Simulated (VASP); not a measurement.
Wanted: the native input for a VASP 6.6.1 run.

| Quantity | Value |
| --- | --- |
| Task | relaxation of the atoms |
| Functional | LDA |
| Potentials or basis | VASP PAW LDA potentials, release 64 (Hf_pv, O) |
| Cutoff | 600 eV |
| k mesh | 6 × 6 × 4 |
| Occupations | fermi-dirac, width 0.05 eV |
| Spin | no spin polarisation |
| Further INCAR settings | ALGO = Normal; EDIFF = 1e-06; IBRION = 2; EDIFFG = -0.01; NSW = 60 |

The structure of HfO2 lies in POSCAR:

```
HfO2                                    
1.0
    3.4997152172      0.0000000000     -0.0000000000
    0.0000000000      3.4997152172      0.0000000000
    0.0000000000      0.0000000000      5.0378164089
  Hf              O             
     2     4
Direct
     0.5000000000000000    0.5000000000000000    0.5000000000000000
     1.0000000000000000    0.0000000000000000    0.0000000000000000
     0.0000000000000000    0.5000000000000000    0.7057614158531006
     0.5000000000000000    0.0000000000000000    0.7942385841468994
     0.5000000000000000    0.0000000000000000    0.2942385841468990
     0.0000000000000000    0.5000000000000000    0.2057614158531008
```

Measurements of this composition are mostly on another form, of space group No. 14.

The cell isn't the ideal one: a relaxed cell with its volume scaled by 0.98.

The input as run:

INCAR

```
PREC = Accurate ; ENCUT = 600
EDIFF = 1E-6 ; ISMEAR = -1
SIGMA = 0.05 ; LREAL = F
LASPH = T ; NELM = 100
ALGO = Normal ; ISIF = 2
LWAVE = F ; LCHARG = F
GGA = CA ; IBRION = 2
NSW = 60 ; EDIFFG = -0.01
KPAR = 8
```

KPOINTS

```
regular mesh
0
Gamma
  6 6 4
```

Potentials or basis: VASP PAW LDA potentials, release 64 (Hf_pv, O).

The run is started by

```console
$ cat potpaw_LDA.64/Hf_pv/POTCAR potpaw_LDA.64/O/POTCAR > POTCAR
$ mpirun -np 8 vasp_std > vasp.out
```

It gave:

```yaml
Energy_gained_by_relaxing: 0.8 meV/atom
Ionic_steps: 3
Pressure_after_relaxing: 5.1 GPa
Largest_force_after_relaxing: 0.009 eV/Å
Band_gap_on_the_k_mesh: 4.47 eV, indirect (least direct gap 4.66 eV)
```

Caveat: spin-orbit coupling is left out, which moves the levels of the heavy elements.

Run time: 10 s on 8 MPI ranks on Intel(R) Xeon(R) 6975P-C (Granite Rapids), with other jobs on the host, peak memory 0.19 GiB a rank.
